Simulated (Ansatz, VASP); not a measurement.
# Cross-check of CsPbCl3 between VASP and Ansatz

Wanted: the spread between two codes on one cell, functional and k mesh. The cell is taken from a series of runs on this material, whose earlier steps may have relaxed, scaled, displaced or heated it; both programs get it as it stands.

Program: Ansatz 0.2.0. Level of theory: plane waves, with VASP 6.6.1 beside it; dielectric response at PBE. Results are calculated unless marked as measured.

### 1. The starting structure

Symmetry: Pm-3m, No. 221, cubic system. Conventional cell: a = 5.605 Å, b = 5.605 Å, c = 5.605 Å, α = 90.00°, β = 90.00°, γ = 90.00°. Cs has 12 Cl at 3.96 Å nearest. Nearest to Pb lie 6 Cl at 2.80 Å. Nearest to Cl lie 2 Pb at 2.80 Å and 4 Cs at 3.96 Å. Farther neighbours and most contacts between anions are not listed.

As a file:

```cif
data_structure
_symmetry_space_group_name_H-M 'P 1'
_symmetry_Int_Tables_number 1
_cell_length_a 5.6050
_cell_length_b 5.6050
_cell_length_c 5.6050
_cell_angle_alpha 90.000
_cell_angle_beta 90.000
_cell_angle_gamma 90.000
_cell_volume 176.09
loop_
_atom_site_label
_atom_site_type_symbol
_atom_site_fract_x
_atom_site_fract_y
_atom_site_fract_z
_atom_site_occupancy
Cs1 Cs 0.00000 0.00000 0.00000 1
Pb2 Pb 0.50000 0.50000 0.50000 1
Cl3 Cl 0.50000 0.50000 0.00000 1
Cl4 Cl 0.00000 0.50000 0.50000 1
Cl5 Cl 0.50000 0.00000 0.50000 1
```

### 2. VASP: dielectric response, PBE

The response to a field tests empty states and converges slowly with the mesh.

Lines of VASP's logs that name or quote its potential files are left out, and so is its time.

Input file INCAR:

```
SYSTEM = CsPbCl3
PREC = Accurate
ENCUT = 400
EDIFF = 1E-08
NELM = 120
ISMEAR = 0
SIGMA = 0.01
LREAL = .FALSE.
ALGO = Normal
GGA = PE
NBANDS = 28
LORBIT = 11
LWAVE = .FALSE.
LCHARG = .FALSE.
ISIF = 2
LEPSILON = .TRUE.
LASPH = .TRUE.
GGA_COMPAT = .FALSE.
KPAR = 2
```

Input file POSCAR:

```
CsPbCl3
1.0
    5.6050000000      0.0000000000      0.0000000000
    0.0000000000      5.6050000000      0.0000000000
    0.0000000000      0.0000000000      5.6050000000
Cs Pb Cl
1 1 3
Direct
    0.0000000000      0.0000000000      0.0000000000
    0.5000000000      0.5000000000      0.5000000000
    0.5000000000      0.5000000000      0.0000000000
    0.0000000000      0.5000000000      0.5000000000
    0.5000000000      0.0000000000      0.5000000000
```

Input file KPOINTS:

```
Automatic mesh
0
Gamma
4 4 4
0 0 0
```

PAW data sets: Cs_sv, Pb_d and Cl (PBE family, release 64).

On the command line:

```bash
> mpirun -np 2 vasp_std
```

Numbers of over 12 decimals in the logs are rounded to 6 here.

Output:

```text
[banner, memory and clock lines left out]
running    2 mpi-ranks, on    1 nodes
 distrk:  each k-point on    1 cores,    2 groups
 distr:  one band on    1 cores,    1 groups

 POSCAR found type information on POSCAR CsPbCl
 POSCAR found :  3 types and       5 ions
 LDA part: xc-table for (Slater+PW92), standard interpolation
 POSCAR, INCAR and KPOINTS ok, starting setup
 FFT: planning ... GRIDC
 FFT: planning ... GRID_SOFT
 FFT: planning ... GRID
 WAVECAR not read
 entering main loop
       N       E                     dE             d eps       ncg     rms          rms(c)
DAV:   1     0.380012992719E+03    0.38001E+03   -0.17134E+04   560   0.118E+03
DAV:   2     0.246655475010E+02   -0.35535E+03   -0.34414E+03   700   0.307E+02
DAV:   3    -0.166628171711E+02   -0.41328E+02   -0.40982E+02   668   0.114E+02
DAV:   4    -0.182970696533E+02   -0.16343E+01   -0.16310E+01   784   0.291E+01
DAV:   5    -0.183322600884E+02   -0.35190E-01   -0.35184E-01   732   0.347E+00    0.536E+00
DAV:   6    -0.175037298089E+02    0.82853E+00   -0.16333E+00   776   0.129E+01    0.350E+00
DAV:   7    -0.174646229952E+02    0.39107E-01   -0.62699E-01   828   0.467E+00    0.188E+00
DAV:   8    -0.174791794794E+02   -0.14556E-01   -0.78087E-02   800   0.236E+00    0.259E-01
DAV:   9    -0.174777395700E+02    0.14399E-02   -0.17335E-02   836   0.107E+00    0.128E-01
DAV:  10    -0.174782537686E+02   -0.51420E-03   -0.18332E-03   672   0.256E-01    0.508E-02
DAV:  11    -0.174783362246E+02   -0.82456E-04   -0.17643E-04   756   0.110E-01    0.137E-02
DAV:  12    -0.174783392141E+02   -0.29895E-05   -0.30571E-05   756   0.685E-02    0.577E-03
DAV:  13    -0.174783390601E+02    0.15391E-06   -0.30492E-06   792   0.149E-02    0.212E-03
DAV:  14    -0.174783392173E+02   -0.15714E-06   -0.57410E-07   724   0.629E-03    0.707E-04
DAV:  15    -0.174783392083E+02    0.90304E-08   -0.19772E-08   596   0.124E-03
   1 F= -.17478339E+02 E0= -.17478339E+02  d E =-.100897E-20
 Linear response reoptimize wavefunctions to high precision
DAV:   1    -0.174783392410E+02   -0.32787E-07   -0.71516E-09   628   0.616E-04
DAV:   2    -0.174783392411E+02   -0.55479E-10   -0.36188E-10   428   0.135E-04
 Linear response G [H, r] |phi>, progress :
  Direction:   1
       N       E                     dE             d eps       ncg     rms
RMM:   1    -0.191002383096E+03   -0.19100E+03    0.32473E+01  1008   0.120E+02
RMM:   2    -0.191740525688E+03   -0.73814E+00   -0.41194E+01   905   0.318E+01
RMM:   3    -0.191583092471E+03    0.15743E+00   -0.41186E+00   945   0.102E+01
RMM:   4    -0.191517745670E+03    0.65347E-01   -0.65328E-01   984   0.391E+00
RMM:   5    -0.191506767750E+03    0.10978E-01   -0.76813E-02   974   0.133E+00
RMM:   6    -0.191505940223E+03    0.82753E-03   -0.13909E-02   994   0.552E-01
RMM:   7    -0.191505817879E+03    0.12234E-03   -0.22740E-03  1019   0.221E-01
RMM:   8    -0.191505807971E+03    0.99079E-05   -0.59470E-04  1038   0.107E-01
RMM:   9    -0.191505820447E+03   -0.12476E-04   -0.40501E-04  1032   0.513E-02
RMM:  10    -0.191505818536E+03    0.19109E-05   -0.30272E-04  1040   0.253E-02
RMM:  11    -0.191505821099E+03   -0.25634E-05   -0.68341E-04  1017   0.161E-02
RMM:  12    -0.191505820240E+03    0.85888E-06   -0.37602E-04  1019   0.133E-02
RMM:  13    -0.191505820109E+03    0.13165E-06   -0.48186E-05  1039   0.119E-02
RMM:  14    -0.191505819349E+03    0.75984E-06   -0.56400E-04  1066   0.113E-02
RMM:  15    -0.191505819630E+03   -0.28148E-06   -0.77104E-04  1061   0.111E-02
RMM:  16    -0.191505819750E+03   -0.11954E-06   -0.10419E-04  1075   0.109E-02
 Linear response G [H, r] |phi>, progress :
  Direction:   2
       N       E                     dE             d eps       ncg     rms
RMM:   1    -0.175782594551E+03   -0.17578E+03    0.18606E+02   995   0.123E+02
RMM:   2    -0.169343225521E+03    0.64394E+01   -0.33185E+01   916   0.321E+01
RMM:   3    -0.170568768343E+03   -0.12255E+01   -0.28312E+00   960   0.106E+01
RMM:   4    -0.170659256070E+03   -0.90488E-01   -0.55936E-01  1004   0.439E+00
RMM:   5    -0.170665143436E+03   -0.58874E-02   -0.57726E-02   985   0.141E+00
RMM:   6    -0.170665529488E+03   -0.38605E-03    0.15031E-04  1018   0.613E-01
RMM:   7    -0.170665692185E+03   -0.16270E-03    0.94198E-03  1019   0.276E-01
RMM:   8    -0.170665610629E+03    0.81556E-04    0.12758E-02  1046   0.129E-01
RMM:   9    -0.170665560514E+03    0.50115E-04    0.14244E-02  1036   0.583E-02
RMM:  10    -0.170665518917E+03    0.41598E-04    0.90059E-03  1055   0.279E-02
RMM:  11    -0.170665666518E+03   -0.14760E-03    0.10716E-02  1042   0.169E-02
RMM:  12    -0.170665658004E+03    0.85144E-05    0.16619E-02  1041   0.129E-02
RMM:  13    -0.170665697325E+03   -0.39322E-04    0.98527E-03  1050   0.116E-02
RMM:  14    -0.170665622957E+03    0.74369E-04    0.11691E-02  1072   0.110E-02
RMM:  15    -0.170665648514E+03   -0.25558E-04    0.10806E-02  1073   0.108E-02
[...]
RMM:  11    -0.299810767114E+01   -0.30291E-09    0.55368E-06   789   0.116E-03
RMM:  12    -0.299810768012E+01   -0.89848E-08   -0.46230E-07   774   0.953E-04
RMM:  13    -0.299810766720E+01    0.12926E-07   -0.97150E-06   785   0.874E-04
RMM:  14    -0.299810766608E+01    0.11202E-08   -0.23047E-06   780   0.778E-04
RMM:  15    -0.299810767194E+01   -0.58596E-08   -0.33438E-06   770   0.746E-04
[...]
RMM:  10    -0.983053784238E+00   -0.22618E-07   -0.10158E-06   846   0.210E-03
RMM:  11    -0.983053788284E+00   -0.40455E-08   -0.13065E-06   832   0.150E-03
RMM:  12    -0.983053794346E+00   -0.60617E-08   -0.18011E-06   814   0.113E-03
RMM:  13    -0.983053795883E+00   -0.15375E-08   -0.15118E-06   828   0.987E-04
RMM:  14    -0.983053795147E+00    0.73653E-09   -0.12497E-06   834   0.881E-04
RMM:  15    -0.983053796352E+00   -0.12055E-08   -0.10754E-06   827   0.857E-04
RMM:  16    -0.983053795601E+00    0.75114E-09   -0.97927E-07   831   0.848E-04
RMM:  17    -0.983053795959E+00   -0.35785E-09   -0.11510E-06   836   0.844E-04
 change of polarisation eV/A/(eV/A) component  3 :    -0.036    -0.095     1.966
 dielectric tensor                  component  3 :    -0.037    -0.098     3.020
 Linear response to external field, progress :
  Direction:   1
       N       E                     dE             d eps       ncg     rms          rms(c)
RMM:   1    -0.184252103903E+01   -0.18425E+01   -0.94205E+00  1860   0.498E+00
RMM:   2    -0.191561045322E+01   -0.73089E-01   -0.64908E-02  1695   0.116E+00    0.251E+00
RMM:   3    -0.178869005069E+01    0.12692E+00   -0.24076E-01  1605   0.213E+00    0.128E+00
RMM:   4    -0.184311461781E+01   -0.54425E-01   -0.21834E-01  1730   0.195E+00    0.415E-01
RMM:   5    -0.188353674558E+01   -0.40422E-01   -0.11172E-02  1749   0.593E-01    0.908E-02
RMM:   6    -0.189172326003E+01   -0.81865E-02   -0.12618E-03  1746   0.226E-01    0.394E-02
RMM:   7    -0.189482127531E+01   -0.30980E-02   -0.73524E-04  1785   0.115E-01    0.267E-02
RMM:   8    -0.189428941546E+01    0.53186E-03   -0.85699E-05  1718   0.575E-02    0.845E-03
RMM:   9    -0.189429518353E+01   -0.57681E-05   -0.84967E-05  1856   0.366E-02    0.130E-02
RMM:  10    -0.189448280113E+01   -0.18762E-03   -0.32056E-05  1751   0.197E-02    0.158E-03
RMM:  11    -0.189450015386E+01   -0.17353E-04    0.16300E-05  1827   0.861E-03    0.113E-03
RMM:  12    -0.189449478148E+01    0.53724E-05   -0.51233E-06  1818   0.378E-03    0.211E-04
RMM:  13    -0.189450403766E+01   -0.92562E-05   -0.14211E-06  1804   0.168E-03    0.153E-04
RMM:  14    -0.189450204347E+01    0.19942E-05   -0.11718E-06  1790   0.107E-03    0.128E-04
RMM:  15    -0.189450113586E+01    0.90761E-06   -0.12901E-06  1736   0.842E-04    0.546E-05
RMM:  16    -0.189450066848E+01    0.46738E-06   -0.89998E-07  1802   0.765E-04    0.760E-06
 change of polarisation eV/A/(eV/A) component  1 :     3.501    -0.074    -0.074
 dielectric tensor                  component  1 :     4.598    -0.076    -0.076
 Linear response to external field, progress :
  Direction:   2
       N       E                     dE             d eps       ncg     rms          rms(c)
RMM:   1    -0.184250553186E+01   -0.18425E+01   -0.94203E+00  1858   0.498E+00
RMM:   2    -0.191535326570E+01   -0.72848E-01   -0.54800E-02  1699   0.116E+00    0.251E+00
RMM:   3    -0.178844424749E+01    0.12691E+00   -0.24050E-01  1603   0.213E+00    0.128E+00
RMM:   4    -0.184309135885E+01   -0.54647E-01   -0.21937E-01  1729   0.195E+00    0.416E-01
RMM:   5    -0.188351468083E+01   -0.40423E-01   -0.11284E-02  1747   0.594E-01    0.913E-02
RMM:   6    -0.189173352818E+01   -0.82188E-02   -0.12672E-03  1743   0.226E-01    0.394E-02
RMM:   7    -0.189485417722E+01   -0.31206E-02   -0.76381E-04  1785   0.117E-01    0.273E-02
RMM:   8    -0.189430710623E+01    0.54707E-03   -0.11920E-04  1722   0.576E-02    0.880E-03
RMM:   9    -0.189428840158E+01    0.18705E-04   -0.97755E-05  1857   0.379E-02    0.136E-02
RMM:  10    -0.189448230870E+01   -0.19391E-03   -0.21656E-05  1739   0.202E-02    0.173E-03
RMM:  11    -0.189449490808E+01   -0.12599E-04   -0.32277E-05  1818   0.870E-03    0.103E-03
RMM:  12    -0.189449322101E+01    0.16871E-05   -0.49047E-06  1818   0.371E-03    0.395E-04
RMM:  13    -0.189450375357E+01   -0.10533E-04   -0.47874E-06  1839   0.179E-03    0.631E-05
RMM:  14    -0.189450309515E+01    0.65841E-06   -0.76823E-07  1845   0.116E-03    0.955E-05
RMM:  15    -0.189450246047E+01    0.63469E-06   -0.13558E-06  1674   0.853E-04    0.650E-05
RMM:  16    -0.189450217383E+01    0.28663E-06   -0.63814E-07  1698   0.776E-04    0.240E-05
RMM:  17    -0.189450198028E+01    0.19356E-06   -0.12649E-06  1633   0.731E-04    0.112E-05
RMM:  18    -0.189450199084E+01   -0.10560E-07   -0.15973E-07  1594   0.716E-04    0.671E-06
 change of polarisation eV/A/(eV/A) component  2 :    -0.074     3.501    -0.074
 dielectric tensor                  component  2 :    -0.076     4.598    -0.076
 Linear response to external field, progress :
  Direction:   3
       N       E                     dE             d eps       ncg     rms          rms(c)
RMM:   1    -0.184272302751E+01   -0.18427E+01   -0.94225E+00  1853   0.497E+00
RMM:   2    -0.191530551806E+01   -0.72582E-01   -0.55519E-02  1700   0.117E+00    0.251E+00
RMM:   3    -0.178855888846E+01    0.12675E+00   -0.24058E-01  1601   0.213E+00    0.128E+00
RMM:   4    -0.184308148459E+01   -0.54523E-01   -0.21870E-01  1727   0.195E+00    0.415E-01
RMM:   5    -0.188368427966E+01   -0.40603E-01   -0.11393E-02  1750   0.589E-01    0.897E-02
RMM:   6    -0.189173292494E+01   -0.80486E-02   -0.12667E-03  1740   0.224E-01    0.384E-02
RMM:   7    -0.189475625470E+01   -0.30233E-02   -0.66186E-04  1786   0.110E-01    0.241E-02
RMM:   8    -0.189430588768E+01    0.45037E-03   -0.99030E-05  1720   0.518E-02    0.823E-03
RMM:   9    -0.189429233794E+01    0.13550E-04   -0.63184E-05  1848   0.361E-02    0.132E-02
RMM:  10    -0.189448573781E+01   -0.19340E-03   -0.14793E-05  1737   0.197E-02    0.178E-03
RMM:  11    -0.189449656229E+01   -0.10824E-04   -0.33279E-05  1823   0.870E-03    0.826E-04
RMM:  12    -0.189448995787E+01    0.66044E-05   -0.51053E-06  1815   0.356E-03    0.584E-04
RMM:  13    -0.189450328906E+01   -0.13331E-04    0.41028E-07  1841   0.185E-03    0.758E-05
RMM:  14    -0.189450182510E+01    0.14640E-05   -0.23253E-06  1866   0.119E-03    0.111E-04
RMM:  15    -0.189450141561E+01    0.40949E-06   -0.17570E-06  1701   0.841E-04    0.808E-05
RMM:  16    -0.189450145686E+01   -0.41254E-07   -0.15073E-06  1674   0.759E-04    0.468E-05
RMM:  17    -0.189450111045E+01    0.34641E-06   -0.22926E-06  1716   0.728E-04    0.218E-05
RMM:  18    -0.189450104621E+01    0.64243E-07   -0.23416E-06  1660   0.712E-04    0.926E-06
 change of polarisation eV/A/(eV/A) component  3 :    -0.036    -0.112     3.501
 dielectric tensor                  component  3 :    -0.037    -0.115     4.598
 Born effective charges drift removed
```

Parts of OUTCAR (step 2):

```text
ion  position               nearest neighbor table
   1  0.000  0.000  0.000-
   2  0.500  0.500  0.500-   3 2.80   4 2.80   5 2.80   3 2.80   5 2.80   4 2.80
   3  0.500  0.500  0.000-   2 2.80   2 2.80
   4  0.000  0.500  0.500-   2 2.80   2 2.80
   5  0.500  0.000  0.500-   2 2.80   2 2.80

  LATTYP: Found a simple cubic cell.
 ALAT       =     5.6050000000

 Subroutine GETGRP returns: Found 48 space group operations
 (whereof 48 operations were pure point group operations)

The static configuration has the point symmetry O_h .

 Found     10 irreducible k-points:

   k-points           NKPTS =     10   k-points in BZ     NKDIM =     10   number of bands    NBANDS=     28

   dimension x,y,z NGX =    40 NGY =   40 NGZ =   40
   dimension x,y,z NGXF=    80 NGYF=   80 NGZF=   80

   ENCUT  =  400.0 eV  29.40 Ry    5.42 a.u.   9.14  9.14  9.14*2*pi/ulx,y,z

   NELECT =      44.0000    total number of electrons

 k-points in reciprocal lattice and weights: Automatic mesh
   0.00000000  0.00000000  0.00000000       0.016
   0.25000000  0.00000000  0.00000000       0.094
   0.50000000  0.00000000  0.00000000       0.047
   0.25000000  0.25000000  0.00000000       0.188
   0.50000000  0.25000000  0.00000000       0.188
   0.50000000  0.50000000  0.00000000       0.047
   0.25000000  0.25000000  0.25000000       0.125
   0.50000000  0.25000000  0.25000000       0.188
   0.50000000  0.50000000  0.25000000       0.094
   0.50000000  0.50000000  0.50000000       0.016

 average (electrostatic) potential at core
       1 -49.3286       2 -95.3246       3 -93.3948       4 -93.3948       5 -93.3948

  Total        1.9781626      1.9781626      1.9781626     -0.0000000      0.0000000     -0.0000000
  in kB       17.9988901     17.9988901     17.9988901     -0.0000000      0.0000000     -0.0000000
  external PRESSURE =      17.9988901 kB  Pullay stress =       0.0000000 kB

  energy-cutoff  :      400.00
  volume of cell :      176.09
      direct lattice vectors                 reciprocal lattice vectors
     5.605000000  0.000000000  0.000000000     0.178412132  0.000000000  0.000000000
     0.000000000  5.605000000  0.000000000     0.000000000  0.178412132  0.000000000
     0.000000000  0.000000000  5.605000000     0.000000000  0.000000000  0.178412132

 POSITION                                       TOTAL-FORCE (eV/Angst)
 -----------------------------------------------------------------------------------
      0.00000      0.00000      0.00000         0.000000      0.000000      0.000000
      2.80250      2.80250      2.80250         0.000000      0.000000      0.000000
      2.80250      2.80250      0.00000         0.000000      0.000000      0.000000
      0.00000      2.80250      2.80250         0.000000      0.000000      0.000000
      2.80250      0.00000      2.80250         0.000000      0.000000      0.000000
 -----------------------------------------------------------------------------------
    total drift:                                0.000000      0.000000     -0.000000

 MACROSCOPIC STATIC DIELECTRIC TENSOR (including local field effects in DFT)
 ------------------------------------------------------
           4.598036    -0.000000     0.000000
          -0.000000     4.598036     0.000000
          -0.000000    -0.000000     4.598036
 ------------------------------------------------------

 PIEZOELECTRIC TENSOR (including local field effects)  for field in x, y, z        (C/m^2)
          XX          YY          ZZ          XY          YZ          ZX
  --------------------------------------------------------------------------------
  x     0.00000     0.00000     0.00000     0.00000     0.00000     0.00000
  y     0.00000     0.00000     0.00000     0.00000     0.00000     0.00000
  z     0.00000     0.00000     0.00000     0.00000     0.00000     0.00000

 BORN EFFECTIVE CHARGES (including local field effects) (in |e|, cummulative output)
 ---------------------------------------------------------------------------------
 ion    1
    1     1.42922     0.00000     0.00000
    2     0.00000     1.42922     0.00000
    3     0.00000     0.00000     1.42922
 ion    2
    1     3.98893     0.00000     0.00000
    2    -0.00000     3.98893     0.00000
    3    -0.00000    -0.00000     3.98893
 ion    3
    1    -0.51461     0.00000    -0.00000
    2     0.00000    -0.51461     0.00000
    3     0.00000     0.00000    -4.38892
 ion    4
    1    -4.38892    -0.00000    -0.00000
    2     0.00000    -0.51461    -0.00000
    3     0.00000    -0.00000    -0.51461
 ion    5
    1    -0.51461    -0.00000    -0.00000
    2     0.00000    -4.38892     0.00000
    3    -0.00000     0.00000    -0.51461
```

The dielectric response converges more slowly with the mesh than energies do, so tensor and charges may still move on a finer one.

(Continued in part 2 of 2.)

[Lines on the potential files, build, host, timing and source positions are cut from VASP's logs without a mark.]

[Logs are printed without paths, hosts, clocks, repeated set-up lines and the standing remarks that a program may print on its own settings, such as how far it seeks lower states.]

[Hosts, paths, dates, database ids (printed as entryN), source tags and the programs' standing remarks are cut or masked in the printed files.]
